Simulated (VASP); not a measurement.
# RuS2 (Laurite) with r2SCAN: from relaxation to properties, part 4 of 5

Aim: relax RuS2 (Laurite), then compute properties on the relaxed cell. The start is a cell from a database of measured crystal structures.

VASP 6.6.1; r2SCAN; plane waves and PAW (Ru_pv, S).

Still holding for the runs below: Spin-orbit coupling is off here; it would split degenerate levels.

So far, gap on the k-mesh (eV): step 2 (full relaxation (r2SCAN)) 0.925; step 5 (density of states (r2SCAN)) 0.921. The relaxed cell has a = 5.628 Å (conventional setting).

## Step 6: Optical spectrum (r2SCAN)

LOPTICS sums transitions from filled to empty bands. NBANDS is raised for it.

INCAR reads:

```
SYSTEM = RuS2
PREC = Accurate
ENCUT = 400
EDIFF = 1E-06
NELM = 100
ISMEAR = 0
SIGMA = 0.05
LREAL = .FALSE.
ALGO = Normal
METAGGA = R2SCAN
LASPH = .TRUE.
NBANDS = 148
LORBIT = 11
LWAVE = .FALSE.
LCHARG = .FALSE.
KPAR = 8
LOPTICS = .TRUE.
NEDOS = 1500
CSHIFT = 0.1
```

POSCAR reads:

```
RuS2
1.0
    5.6276365976      0.0000000000      0.0000000000
    0.0000000000      5.6276365976      0.0000000000
    0.0000000000      0.0000000000      5.6276365976
Ru S
4 8
Direct
    0.0000000000      0.0000000000      0.0000000000
    0.5000000000      0.0000000000      0.5000000000
    0.5000000000      0.5000000000      0.0000000000
    0.0000000000      0.5000000000      0.5000000000
    0.3882039241      0.3882039241      0.3882039241
    0.1117960759      0.6117960759      0.8882039241
    0.8882039241      0.1117960759      0.6117960759
    0.6117960759      0.8882039241      0.1117960759
    0.6117960759      0.6117960759      0.6117960759
    0.8882039241      0.3882039241      0.1117960759
    0.1117960759      0.8882039241      0.3882039241
    0.3882039241      0.1117960759      0.8882039241
```

KPOINTS reads:

```
Automatic mesh
0
Gamma
5 5 5
0 0 0
```

The projector-augmented-wave data sets are Ru_pv and S (PBE family, release 64).

Started as:

```bash
$ mpirun -np 8 vasp_std
```

The program printed:

```text
[... set-up lines as in an earlier step ...]
 entering main loop
       N       E                     dE             d eps       ncg     rms          rms(c)
DAV:   1     0.818019203997E+03    0.81802E+03   -0.40469E+04  3264   0.576E+02
DAV:   2    -0.151577604429E+03   -0.96960E+03   -0.89328E+03  3708   0.216E+02
DAV:   3    -0.204408232415E+03   -0.52831E+02   -0.51469E+02  3976   0.551E+01
DAV:   4    -0.204844614343E+03   -0.43638E+00   -0.43590E+00  3728   0.494E+00
DAV:   5    -0.204846943710E+03   -0.23294E-02   -0.23293E-02  3744   0.392E-01    0.422E+01
DAV:   6    -0.175106648403E+03    0.29740E+02   -0.11964E+01  3424   0.136E+01    0.178E+01
DAV:   7    -0.174332432419E+03    0.77422E+00   -0.15594E+00  3496   0.694E+00    0.134E+01
DAV:   8    -0.174191359990E+03    0.14107E+00   -0.23125E-01  3544   0.212E+00    0.202E+00
DAV:   9    -0.174198139018E+03   -0.67790E-02   -0.39011E-02  3808   0.550E-01    0.535E-01
DAV:  10    -0.174200239504E+03   -0.21005E-02   -0.16685E-03  3616   0.103E-01    0.256E-01
DAV:  11    -0.174200394827E+03   -0.15532E-03   -0.23612E-04  3680   0.445E-02    0.629E-02
DAV:  12    -0.174200404265E+03   -0.94388E-05   -0.25204E-05  3808   0.127E-02    0.205E-02
DAV:  13    -0.174200406216E+03   -0.19504E-05   -0.23242E-06  3472   0.321E-03    0.112E-02
DAV:  14    -0.174200406412E+03   -0.19625E-06   -0.97763E-08  2008   0.994E-04
   1 F= -.17420041E+03 E0= -.17420041E+03  d E =-.354920E-14
 optical routines
 imaginary and real dielectric function
 direction            1
 direction            2
 direction            3
```

It took 62 s on 8 MPI ranks of Intel Xeon 6975P-C (Granite Rapids), shared host; peak memory 3.8 GiB.

Parts of OUTCAR (step 6):

```text
   k-points           NKPTS =     11   k-points in BZ     NKDIM =     11   number of bands    NBANDS=    148

   NELECT =     104.0000    total number of electrons

 E-fermi :   8.9497

 k-point     1 :       0.0000    0.0000    0.0000
  band No.  band energies     occupation
    ...
     48       8.0977      2.00000
     49       8.1720      2.00000
     50       8.1720      2.00000
     51       8.1720      2.00000
     52       8.4426      2.00000
     53       9.6129      0.00000
     54      11.5492      0.00000
     55      11.5492      0.00000
     56      11.5492      0.00000
     57      11.6243      0.00000
    ...

  Total        0.0449746      0.0449746      0.0449746      0.0000000      0.0000000      0.0000000
  in kB        0.4042963      0.4042963      0.4042963      0.0000000      0.0000000      0.0000000
  external PRESSURE =       0.4042963 kB  Pullay stress =       0.0000000 kB

 POSITION                                       TOTAL-FORCE (eV/Angst)
 -----------------------------------------------------------------------------------
      0.00000      0.00000      0.00000         0.000000     -0.000000     -0.000000
      2.81382      0.00000      2.81382         0.000000     -0.000000     -0.000000
      2.81382      2.81382      0.00000         0.000000     -0.000000     -0.000000
      0.00000      2.81382      2.81382         0.000000     -0.000000     -0.000000
      2.18467      2.18467      2.18467        -0.002643     -0.002643     -0.002643
      0.62915      3.44297      4.99849         0.002643      0.002643     -0.002643
      4.99849      0.62915      3.44297        -0.002643      0.002643      0.002643
      3.44297      4.99849      0.62915         0.002643     -0.002643      0.002643
      3.44297      3.44297      3.44297         0.002643      0.002643      0.002643
      4.99849      2.18467      0.62915        -0.002643     -0.002643      0.002643
      0.62915      4.99849      2.18467         0.002643     -0.002643     -0.002643
      2.18467      0.62915      4.99849        -0.002643      0.002643     -0.002643
 -----------------------------------------------------------------------------------
    total drift:                               -0.000000      0.000000     -0.000000

  FREE ENERGIE OF THE ION-ELECTRON SYSTEM (eV)
  ---------------------------------------------------
  free  energy   TOTEN  =      -174.2004064120 eV

  energy  without entropy=     -174.2004064120  energy(sigma->0) =     -174.20040641

 plasma frequency squared (from intraband transitions) (eV^2)
  --------------------------------------------------------------------------------------
       0.000      -0.000       0.000
      -0.000       0.000       0.000
       0.000       0.000       0.000

[... 9 parts as in an earlier step ...]

[... 7 further parts left out ...]
```

These are independent-particle spectra without excitons or local fields, and fine structure depends on the mesh and on CSHIFT.

Numbers from this step:

- bands: 148
- Fermi energy: 8.950 eV
- pressure: 0.04043 GPa

Imaginary dielectric function, xx against photon energy; read off at these points:

| photon energy (eV) | imaginary dielectric function, xx |
| --- | --- |
| 0.00 | 0 |
| 0.50 | 0.0928 |
| 1.00 | 0.223 |
| 1.50 | 0.566 |
| 2.00 | 1.67 |
| 2.50 | 7.28 |
| 3.00 | 17.5 |
| 3.50 | 24.8 |
| 3.60 | 25.0 |
| 4.00 | 19.4 |
| 4.50 | 15.3 |
| 5.00 | 11.5 |
| 5.50 | 8.88 |
| 6.00 | 7.72 |
| 6.50 | 6.77 |
| 7.00 | 6.51 |
| 7.50 | 6.56 |
| 8.00 | 7.22 |
| 8.50 | 8.33 |
| 9.00 | 5.45 |
| 9.50 | 5.21 |
| 10.00 | 6.03 |
| 10.50 | 5.87 |
| 11.00 | 5.42 |
| 11.50 | 4.13 |
| 12.00 | 4.41 |
| 12.50 | 3.61 |
| 13.00 | 3.21 |
| 13.50 | 3.17 |
| 14.00 | 2.81 |
| 14.50 | 2.80 |
| 15.00 | 2.41 |
| 15.50 | 1.93 |
| 16.00 | 1.73 |
| 16.50 | 1.54 |
| 17.00 | 1.38 |
| 17.50 | 1.15 |
| 18.00 | 1.07 |
| 18.50 | 0.995 |
| 19.00 | 0.862 |
| 19.50 | 0.733 |
| 20.00 | 0.622 |
| 20.50 | 0.587 |
| 21.00 | 0.548 |
| 21.50 | 0.555 |
| 22.00 | 0.506 |
| 22.50 | 0.509 |
| 23.00 | 0.464 |
| 23.50 | 0.456 |
| 24.00 | 0.399 |
| 24.50 | 0.385 |

The real dielectric function, xx by photon energy:

photon energy (eV), real dielectric function, xx and a bar from the least value:
```
        0       14.5 #####################
        1       15.5 ######################
        2       20.4 ############################
        3       21.9 ##############################
        4        3.8 #######
        5       -1.0 #
        6       -0.2 ##
        7        0.7 ###
        8        1.0 ####
        9       -1.5 #
       10        0.4 ###
       11       -1.7 
       12       -1.5 #
       13       -1.5 #
       14       -1.6 
       15       -1.9 
       16       -1.6 
       17       -1.4 #
       18       -1.1 #
       19       -0.9 #
       20       -0.7 ##
       21       -0.5 ##
       22       -0.3 ##
       23       -0.2 ##
       24       -0.1 ##
```

The mean of ε2 over directions passes 5 % of its top at 1.95 eV, against a least direct gap of 1.17 eV on this mesh, so the first direct transitions are weak, forbidden or few. The indirect gap (0.90 eV in the band run) doesn't show, since phonons are left out.

[end of part 4 of 5]

[Lines on the potential files, build, host, timing and source positions are cut from VASP's logs without a mark.]

[Logs are printed without paths, hosts, clocks, repeated set-up lines and the standing remarks that a program may print on its own settings, such as how far it seeks lower states.]

[Hosts, paths, dates, database ids (printed as entryN), source tags and the programs' standing remarks are cut or masked in the printed files.]

[A measured line is paired with the nearest computed mode of its activity, which favours agreement.]
